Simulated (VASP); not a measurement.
A convergence study with VASP on Hf (hcp): one setting is varied, all else stays as given below, so the limit is that of these other settings.

```xyz
2
Lattice="1.5950 -2.7626 0.0000 1.5950 2.7626 0.0000 0.0000 0.0000 5.0500" Properties=species:S:1:pos:R:3 pbc="T T T"
Hf     1.5950     0.9209     1.2625
Hf     1.5950    -0.9209     3.7875
```

Method: LDA (Ceperley-Alder, Perdew-Zunger), VASP's LDA PAW potentials (set 64) (plane waves; VASP). The tightest run used: 550 eV cut-off, 19×19×10 Monkhorst-Pack mesh, first-order Methfessel-Paxton smearing of 0.10 eV, potentials Hf_pv.

The settings run are 1×1×1 mesh; 2×2×1 mesh; 3×3×2 mesh; 4×4×2 mesh; 5×5×3 mesh; 6×6×3 mesh; 7×7×4 mesh; 8×8×4 mesh; 9×9×5 mesh; 10×10×5 mesh; 11×11×6 mesh; 12×12×6 mesh; 13×13×7 mesh; 14×14×7 mesh; 15×15×8 mesh; 16×16×9 mesh; 17×17×9 mesh; 18×18×10 mesh; 19×19×10 mesh. From which on does the stress (every component) stay within 0.2 GPa of the tightest run?

From 9×9×5 mesh on: it is off by 0.05 there and by no more than 0.2 in any finer run, while 8×8×4 mesh is off by 0.42.
```csv
setting,E (eV/atom),pressure (GPa),irreducible k-points,difference judged (GPa)
1×1×1 mesh,-9.9419,41.09,1,101.57
2×2×1 mesh,-10.6583,-7.13,2,25.42
3×3×2 mesh,-10.6556,-7.09,3,2.82
4×4×2 mesh,-10.7113,-6.97,6,0.39
5×5×3 mesh,-10.6650,-7.57,10,1.27
6×6×3 mesh,-10.6609,-6.88,24,1.05
7×7×4 mesh,-10.6550,-6.42,16,1.23
8×8×4 mesh,-10.6610,-7.27,40,0.42
9×9×5 mesh,-10.6651,-7.15,36,0.05
10×10×5 mesh,-10.6615,-7.06,90,0.10
11×11×6 mesh,-10.6622,-7.18,48,0.11
12×12×6 mesh,-10.6622,-7.19,126,0.11
13×13×7 mesh,-10.6615,-7.03,84,0.15
14×14×7 mesh,-10.6620,-7.11,224,0.03
15×15×8 mesh,-10.6631,-7.23,108,0.16
16×16×9 mesh,-10.6627,-7.11,360,0.03
17×17×9 mesh,-10.6630,-7.10,165,0.05
18×18×10 mesh,-10.6627,-7.14,450,0.05
19×19×10 mesh,-10.6621,-7.10,200,0.00
```

Left out are rungs that failed or repeat a setting and relaxations that didn't move; long series are thinned to 24 rows.

The compound is Hf in the hcp structure. The cell was not relaxed at this level.
